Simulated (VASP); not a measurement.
OSZICAR of a VASP run on Sb (a7):

### OSZICAR
```
       N       E                     dE             d eps       ncg     rms          rms(c)
DAV:   1     0.368703965781E+02    0.36870E+02   -0.35120E+03   792   0.834E+02
DAV:   2    -0.681261902614E+01   -0.43683E+02   -0.43023E+02  1165   0.122E+02
DAV:   3    -0.828307121035E+01   -0.14705E+01   -0.14601E+01   944   0.278E+01
DAV:   4    -0.829468564655E+01   -0.11614E-01   -0.11610E-01  1003   0.292E+00
DAV:   5    -0.829477779893E+01   -0.92152E-04   -0.92150E-04   923   0.255E-01    0.279E+00
DAV:   6    -0.829497880536E+01   -0.20101E-03   -0.21138E-03   879   0.419E-01    0.168E+00
DAV:   7    -0.829500849410E+01   -0.29689E-04   -0.54961E-03   814   0.654E-01    0.873E-02
DAV:   8    -0.829513256191E+01   -0.12407E-03   -0.15390E-04   908   0.970E-02    0.207E-02
DAV:   9    -0.829515928946E+01   -0.26728E-04   -0.37190E-05   817   0.464E-02    0.452E-03
DAV:  10    -0.829516004069E+01   -0.75123E-06   -0.32973E-06   953   0.121E-02
   1 F= -.63109229E+01 E0= -.63109228E+01  d E =-.631092E+01
       N       E                     dE             d eps       ncg     rms          rms(c)
DAV:   1    -0.833846163373E+01   -0.43302E-01   -0.89378E+00   841   0.167E+01    0.261E+00
DAV:   2    -0.814323006964E+01    0.19523E+00   -0.16389E-01   842   0.290E+00    0.146E+00
DAV:   3    -0.804290933416E+01    0.10032E+00   -0.20032E-01   819   0.237E+00    0.480E-01
DAV:   4    -0.804272897303E+01    0.18036E-03   -0.22908E-03   863   0.440E-01    0.417E-01
DAV:   5    -0.804218258441E+01    0.54639E-03   -0.56990E-04   871   0.168E-01    0.401E-02
DAV:   6    -0.804218819995E+01   -0.56155E-05   -0.45018E-05   851   0.525E-02    0.264E-02
DAV:   7    -0.804219036408E+01   -0.21641E-05   -0.28717E-06   767   0.128E-02    0.354E-03
DAV:   8    -0.804219026259E+01    0.10148E-06   -0.26433E-07   397   0.438E-03
   2 F= -.63303195E+01 E0= -.63302156E+01  d E =-.193966E-01
       N       E                     dE             d eps       ncg     rms          rms(c)
DAV:   1    -0.828439657371E+01   -0.24221E+00   -0.17246E+00   857   0.707E+00    0.113E+00
DAV:   2    -0.824590770893E+01    0.38489E-01   -0.36041E-02   826   0.141E+00    0.657E-01
DAV:   3    -0.822565401181E+01    0.20254E-01   -0.43031E-02   831   0.109E+00    0.191E-01
DAV:   4    -0.822561571872E+01    0.38293E-04   -0.45641E-04   842   0.191E-01    0.157E-01
DAV:   5    -0.822553171368E+01    0.84005E-04   -0.11397E-04   842   0.739E-02    0.799E-03
DAV:   6    -0.822553261183E+01   -0.89815E-06   -0.10437E-05   870   0.245E-02    0.510E-03
DAV:   7    -0.822553250922E+01    0.10261E-06   -0.99241E-07   457   0.745E-03
   3 F= -.63939049E+01 E0= -.63939049E+01  d E =-.829820E-01
       N       E                     dE             d eps       ncg     rms          rms(c)
DAV:   1    -0.822465795957E+01    0.87465E-03   -0.38063E-01   811   0.373E+00    0.181E-01
DAV:   2    -0.822458366049E+01    0.74299E-04   -0.99410E-03   872   0.813E-01    0.119E-01
DAV:   3    -0.822396836491E+01    0.61530E-03   -0.12132E-03   870   0.206E-01    0.258E-02
DAV:   4    -0.822395005596E+01    0.18309E-04   -0.73265E-05   951   0.566E-02    0.291E-02
DAV:   5    -0.822394833688E+01    0.17191E-05   -0.39464E-06   845   0.145E-02    0.920E-03
DAV:   6    -0.822394796671E+01    0.37017E-06   -0.10532E-06   415   0.680E-03
   4 F= -.64085006E+01 E0= -.64085004E+01  d E =-.145958E-01
       N       E                     dE             d eps       ncg     rms          rms(c)
DAV:   1    -0.820105600118E+01    0.22892E-01   -0.19879E+00   817   0.854E+00    0.389E-01
DAV:   2    -0.820068101807E+01    0.37498E-03   -0.50614E-02   867   0.185E+00    0.267E-01
DAV:   3    -0.819753265323E+01    0.31484E-02   -0.76438E-03   867   0.512E-01    0.637E-02
DAV:   4    -0.819752191248E+01    0.10741E-04   -0.18464E-04   929   0.113E-01    0.675E-02
DAV:   5    -0.819751223026E+01    0.96822E-05   -0.20918E-05   919   0.315E-02    0.210E-02
DAV:   6    -0.819751078540E+01    0.14449E-05   -0.74081E-06   822   0.170E-02    0.163E-03
DAV:   7    -0.819751063414E+01    0.15127E-06   -0.37484E-07   404   0.502E-03
   5 F= -.64189748E+01 E0= -.64188601E+01  d E =-.250699E-01
       N       E                     dE             d eps       ncg     rms          rms(c)
DAV:   1    -0.820286156182E+01   -0.53508E-02   -0.35346E-02   836   0.113E+00    0.544E-02
DAV:   2    -0.820286796613E+01   -0.64043E-05   -0.96258E-04   850   0.253E-01    0.381E-02
DAV:   3    -0.820281241054E+01    0.55556E-04   -0.10335E-04   865   0.614E-02    0.788E-03
DAV:   4    -0.820281049405E+01    0.19165E-05   -0.61187E-06   901   0.164E-02    0.877E-03
DAV:   5    -0.820281052223E+01   -0.28174E-07   -0.31089E-07   407   0.425E-03
   6 F= -.64192831E+01 E0= -.64192301E+01  d E =-.253782E-01
       N       E                     dE             d eps       ncg     rms          rms(c)
DAV:   1    -0.822107476096E+01   -0.18264E-01   -0.55479E-02   859   0.133E+00    0.169E-01
DAV:   2    -0.822044839402E+01    0.62637E-03   -0.11440E-03   832   0.269E-01    0.958E-02
DAV:   3    -0.822004996540E+01    0.39843E-03   -0.79990E-04   845   0.154E-01    0.299E-02
DAV:   4    -0.822005022867E+01   -0.26327E-06   -0.88989E-06   864   0.259E-02
   7 F= -.64196212E+01 E0= -.64195891E+01  d E =-.338140E-03
       N       E                     dE             d eps       ncg     rms          rms(c)
DAV:   1    -0.821370939902E+01    0.63406E-02   -0.88583E-03   860   0.535E-01    0.657E-02
DAV:   2    -0.821361265638E+01    0.96743E-04   -0.18057E-04   830   0.107E-01    0.369E-02
DAV:   3    -0.821355614819E+01    0.56508E-04   -0.12552E-04   844   0.609E-02    0.120E-02
DAV:   4    -0.821355597592E+01    0.17227E-06   -0.13619E-06   715   0.103E-02
   8 F= -.64198739E+01 E0= -.64198360E+01  d E =-.590847E-03
       N       E                     dE             d eps       ncg     rms          rms(c)
DAV:   1    -0.821115628362E+01    0.23999E-02   -0.16448E-02   847   0.764E-01    0.612E-02
DAV:   2    -0.821110754884E+01    0.48735E-04   -0.40776E-04   844   0.158E-01    0.351E-02
DAV:   3    -0.821108316016E+01    0.24389E-04   -0.13014E-04   950   0.675E-02    0.688E-03
DAV:   4    -0.821108394561E+01   -0.78545E-06   -0.94081E-06   842   0.237E-02
   9 F= -.64202718E+01 E0= -.64202053E+01  d E =-.397842E-03
```

Problem. Which electronic solver shows in the log?

Solution. It is blocked Davidson (ALGO = Normal, or the opening steps of other solvers). The INCAR had ALGO = Normal.

Problem. Can the final energy be trusted as converged?

Solution. The calculation finished and met its thresholds. It stopped with EDIFF = 1E-6, NELM = 100, NSW = 40 and EDIFFG = -0.02 after 9 ionic steps (PBE GGA, plane waves, VASP's PBE PAW potentials (set 64)). Energy and stress use the plane-wave basis of the starting cell.

The compound is Sb in the a7 structure. This run relaxes it under an external pressure of 5 GPa. Symmetry was kept, so distortions that lower it aren't found.
